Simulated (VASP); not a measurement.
```
CdO
1.0
    0.00000     2.39105     2.39105
    2.39105     0.00000     2.39105
    2.39105     2.39105     0.00000
Cd O
1 1
Cartesian
  0.00000   0.00000   0.00000
  2.39105   2.39105   2.39105
```

All values below come from PBE GGA, VASP's PBE PAW potentials (set 64) (plane waves; VASP 6.6.1). Run with 520 eV cut-off, Gaussian smearing of 0.050 eV, potentials Cd O.

Task: Give the energies of bands 2 to 10 at the high-symmetry points, in eV from the Fermi level.

Result: 
```csv
band,Γ,X,U,L,W
2,-6.65,-7.05,-7.00,-7.42,-6.78
3,-6.65,-6.14,-6.60,-7.14,-6.74
4,-6.65,-6.04,-6.46,-7.14,-6.74
5,-6.38,-6.04,-6.12,-6.16,-6.04
6,-6.38,-5.79,-6.03,-6.16,-5.88
7,-1.17,-3.99,-3.18,-3.71,-2.78
8,-1.17,-2.09,-2.72,-0.03,-2.78
9,-1.17,-2.09,-1.17,-0.03,-1.79
10,-0.56,3.64,5.13,4.39,5.66
```

It has no gap at this level: it comes out as a metal or semimetal.

The compound is CdO in the rock salt structure. It was relaxed first, which changed the volume by +5 %.
